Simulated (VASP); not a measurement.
An input for Quantum ESPRESSO's pw.x (written as the equivalent of a VASP run, and not itself run):

```
&CONTROL
  calculation = 'scf'
  pseudo_dir = './pseudo'
  outdir = './out'
  tprnfor = .true.
  tstress = .true.
/
&SYSTEM
  ibrav = 0
  nat = 3
  ntyp = 2
  ecutwfc = 84
  occupations = 'smearing'
  smearing = 'fermi-dirac'
  degauss = 0.009996
  input_dft = 'pbe'
/
&ELECTRONS
  conv_thr = 7.3e-08
  electron_maxstep = 100
/
ATOMIC_SPECIES
  Tc 97.907 Tc.upf
  Ge 72.630 Ge.upf
CELL_PARAMETERS angstrom
     0.0000000    3.1069270    3.1069270
     3.1069270    0.0000000    3.1069270
     3.1069270    3.1069270    0.0000000
ATOMIC_POSITIONS crystal
  Tc   0.0000000  0.0000000  0.0000000
  Ge   0.2500000  0.2500000  0.2500000
  Ge   0.7500000  0.7500000  0.7500000
K_POINTS automatic
  2 2 2 0 0 0
```

Q: Write the VASP files for the same calculation (PBE).

A: This is not unique; one that fits is 
### INCAR
```
SYSTEM = TcGe2
PREC = Accurate
ENCUT = 300
EDIFF = 1E-6
NELM = 100
ALGO = Normal
LREAL = .FALSE.
LASPH = .TRUE.
ISMEAR = -1
SIGMA = 0.136
GGA = PE
LMAXMIX = 4
LWAVE = .FALSE.
LCHARG = .FALSE.
ISIF = 2
```

**POSCAR**
```
TcGe2
1
    0.0000000000     3.1069270000     3.1069270000
    3.1069270000     0.0000000000     3.1069270000
    3.1069270000     3.1069270000     0.0000000000
Tc Ge
1 2
Direct
  0.0000000000   0.0000000000   0.0000000000
  0.2500000000   0.2500000000   0.2500000000
  0.7500000000   0.7500000000   0.7500000000
```

### KPOINTS
```
Automatic
0
gamma
2 2 2
0 0 0
```

POTCAR, in this order: Tc_pv Ge_d (PBE.64 set). Program: vasp_std.

What does not carry over: the potentials are each code's own (VASP's PAW set, PseudoDojo norm-conserving files in pw.x), so ENCUT and ecutwfc are chosen apart and not converted; conv_thr bounds pw.x's estimated SCF error, while EDIFF bounds the energy change between steps.

The structure was generated: TcGe2 was put into an ordered model structure, which need not be its known phase. The cell was not relaxed at this level. The k-mesh is coarse (spacing up to 0.88 per Å, 2π included), so the numbers may not be converged in it. The run is one of a series of settings (KPOINTS 2×2×2 Γ-centred mesh against the base run), some of them coarse on purpose.
